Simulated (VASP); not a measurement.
Data:

```xyz
2
Lattice="0.0000 2.8667 2.8667 2.8667 0.0000 2.8667 2.8667 2.8667 0.0000" Properties=species:S:1:pos:R:3 pbc="T T T"
K      0.0000     0.0000     0.0000
I      2.8667     2.8667     2.8667
```

Calculation: LDA (Ceperley-Alder, Perdew-Zunger), VASP's LDA PAW potentials (set 64) (plane waves; VASP). Settings: 500 eV cut-off, 8×8×8 Γ-centred mesh, Gaussian smearing of 0.050 eV, potentials K_sv I.

Unless said otherwise, spin-orbit coupling is left out, though it shifts the bands of the heavy elements here.

### Question
Estimate the energy per atom (σ→0), pressure, band gap (on the k-mesh) with the smallest direct gap where there is one.

### Answer

```json
{
  "band gap (on the k-mesh)": "2.51 eV",
  "smallest direct gap (on the k-mesh)": "3.27 eV",
  "energy per atom (σ→0)": "-2.163 eV/atom",
  "pressure": "29.94 GPa"
}
```

The absolute energy has meaning only against runs of the same code, potentials and settings.

The compound is KI in the rock salt structure. It was relaxed first under an external pressure of 30 GPa.
